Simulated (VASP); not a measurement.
## Fitting the PBE energy curve of GeBi3

The structure is cubic, space group Fm-3m (No. 225). The conventional cell has a = 7.734 Å, b = 7.734 Å, c = 7.734 Å, α = 90.00°, β = 90.00°, γ = 90.00°. Bi (site symmetry m-3m) is surrounded by 8 Bi at 3.35 Å. Around Bi (site symmetry -43m) lie 4 Bi at 3.35 Å and 4 Ge at 3.35 Å. Ge (site symmetry m-3m) is surrounded by 8 Bi at 3.35 Å.

The cell comes from a database or a generator and needn't be the stable form of this composition.

The cell was scaled at fixed shape and fractions and run with VASP, PBE PAW files Bi_d, Ge_d, 520 eV; PBE, k mesh 6 × 6 × 6 on the cell of 4 atoms, fermi-dirac occupations of 0.05 eV, no spin polarisation, no spin-orbit coupling. Energies are those that the program minimises, any entropy of the smearing included. For a metal such a mesh isn't converged to the digits shown.

```csv
V (Å³/atom),energy over the lowest row (meV/atom)
27.1744,34.21
27.7526,18.61
28.3308,7.97
28.9089,1.92
29.4871,0.00
30.0653,?
30.6435,7.00
```

Q: Fit the third-order Birch-Murnaghan form, give V0, B0 and B′, and predict the energy left open.

A: With y = (V0/V)^(2/3), E = E0 + (9 V0 B0/16) [(y - 1)³ B′ + (y - 1)² (6 - 4y)]. Least squares through the rows shown give V0 = 29.4877 Å³/atom, E0 = -0.01 meV, B0 = 52.84 GPa (1 eV/Å³ = 160.218 GPa) and B′ = 3.94, with a largest miss of 0.02 meV. At V = 30.0653 the form with these constants gives 1.80 meV; the run gave 1.82 meV an atom.
